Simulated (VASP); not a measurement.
Data:

```
SnSi62
1.0
   10.93707     0.00000     0.00000
    0.00000    10.93707     0.00000
    0.00000     0.00000    10.93707
Si Sn
62 1
Direct
  0.49938   0.00229   0.00198
  0.62080   0.13235   0.13244
  0.74720   0.25298   0.00430
  0.86800   0.37934   0.13226
  0.74715   0.00419   0.25297
  0.86759   0.13254   0.37926
  0.99941   0.00083   0.00087
  0.12085   0.12709   0.12714
  0.24683   0.24946   0.00008
  0.37129   0.37593   0.12359
  0.49976   0.50037   0.00061
  0.62420   0.62875   0.12369
  0.75073   0.75321   0.00003
  0.87306   0.87935   0.12700
  0.24698   0.00001   0.24938
  0.37129   0.12347   0.37601
  0.49102   0.25837   0.25841
  0.74188   0.50890   0.25834
  0.87661   0.62871   0.37593
  0.49966   0.00045   0.50052
  0.62418   0.12345   0.62892
  0.74147   0.25841   0.50909
  0.87659   0.37586   0.62872
  0.75088   0.99990   0.75330
  0.87310   0.12700   0.87946
  0.99801   0.50082   0.00189
  0.12317   0.62752   0.12381
  0.25056   0.74969   0.99775
  0.37269   0.87705   0.12379
  0.99593   0.25302   0.25301
  0.12399   0.37599   0.37614
  0.24678   0.50075   0.24791
  0.38082   0.61937   0.36763
  0.49945   0.75340   0.24789
  0.62415   0.87615   0.37616
  0.99779   0.00237   0.50087
  0.12325   0.12380   0.62763
  0.24683   0.24784   0.50081
  0.38117   0.36762   0.61897
  0.63247   0.61907   0.61906
  0.75225   0.75326   0.50074
  0.87633   0.87681   0.62754
  0.25051   0.99762   0.74979
  0.37253   0.12408   0.87686
  0.49949   0.24803   0.75327
  0.62412   0.37601   0.87629
  0.75216   0.50059   0.75321
  0.87612   0.62758   0.87675
  0.00003   0.75323   0.24934
  0.12455   0.87551   0.37623
  0.99959   0.50042   0.50054
  0.12738   0.62364   0.62378
  0.25481   0.74528   0.49768
  0.37639   0.87271   0.62379
  0.00010   0.24927   0.75330
  0.12488   0.37622   0.87518
  0.25528   0.49765   0.74498
  0.37643   0.62373   0.87275
  0.50249   0.74499   0.74503
  0.62386   0.87528   0.87533
  0.00252   0.74969   0.74970
  0.12453   0.87566   0.87582
  0.56004   0.43995   0.43982
```
Cell charge -1.

Computed with HSE06 screened hybrid, VASP's PBE PAW potentials (set 64) (plane waves; VASP). Settings: PREC = Normal, LREAL = Auto, ISYM = 0, NELECT = 253.0, EDIFF = 1E-5, 400 eV cut-off, 1×1×1 Γ-centred mesh, Gaussian smearing of 0.050 eV, potentials Si Sn. Starting moments (MAGMOM): 63*0.0476. The cell's moment is fixed (NUPDOWN = 3).

The cell is charged, with a uniform compensating background. The supercell is sampled at Γ alone, which is coarse: total energies, pressure and levels can be off, energies of defects by several tenths of an eV.

Predict the cell moment, energy per atom (σ→0), largest force.

| Item | Value |
|---|---|
| cell moment | 3.00 μB |
| energy per atom (σ→0) | -6.023 eV/atom |
| largest force | 0.00929 Ry/bohr |

Give the moment on each site (PAW-sphere projection).

| site | moment (μB) |
|---|---|
| Si1 | 0.01 |
| Si2 | 0.01 |
| Si3 | 0.00 |
| Si4 | 0.01 |
| Si5 | 0.00 |
| Si6 | 0.01 |
| Si7 | 0.00 |
| Si8 | 0.00 |
| Si9 | 0.01 |
| Si10 | 0.01 |
| Si11 | 0.00 |
| Si12 | 0.01 |
| Si13 | 0.01 |
| Si14 | 0.00 |
| Si15 | 0.01 |
| Si16 | 0.01 |
| Si17 | 0.11 |
| Si18 | 0.11 |
| Si19 | 0.01 |
| Si20 | 0.00 |
| Si21 | 0.01 |
| Si22 | 0.11 |
| Si23 | 0.01 |
| Si24 | 0.01 |
| Si25 | 0.00 |
| Si26 | 0.01 |
| Si27 | 0.01 |
| Si28 | 0.00 |
| Si29 | 0.01 |
| Si30 | 0.00 |
| Si31 | 0.00 |
| Si32 | 0.01 |
| Si33 | 0.11 |
| Si34 | 0.01 |
| Si35 | 0.00 |
| Si36 | 0.01 |
| Si37 | 0.01 |
| Si38 | 0.01 |
| Si39 | 0.10 |
| Si40 | 0.10 |
| Si41 | 0.01 |
| Si42 | 0.01 |
| Si43 | 0.00 |
| Si44 | 0.01 |
| Si45 | 0.01 |
| Si46 | 0.00 |
| Si47 | 0.01 |
| Si48 | 0.01 |
| Si49 | 0.01 |
| Si50 | 0.01 |
| Si51 | 0.00 |
| Si52 | 0.00 |
| Si53 | 0.01 |
| Si54 | 0.00 |
| Si55 | 0.01 |
| Si56 | 0.01 |
| Si57 | 0.01 |
| Si58 | 0.00 |
| Si59 | 0.01 |
| Si60 | 0.01 |
| Si61 | 0.00 |
| Si62 | 0.00 |
| Sn63 | 0.06 |

Total energies compare only between runs with the same potentials, cut-off and functional.

The cell is a supercell with a defect, built from Si (diamond): Sn_Si-vac_Si, charge -1. The cell's shape comes from a PBE relaxation.
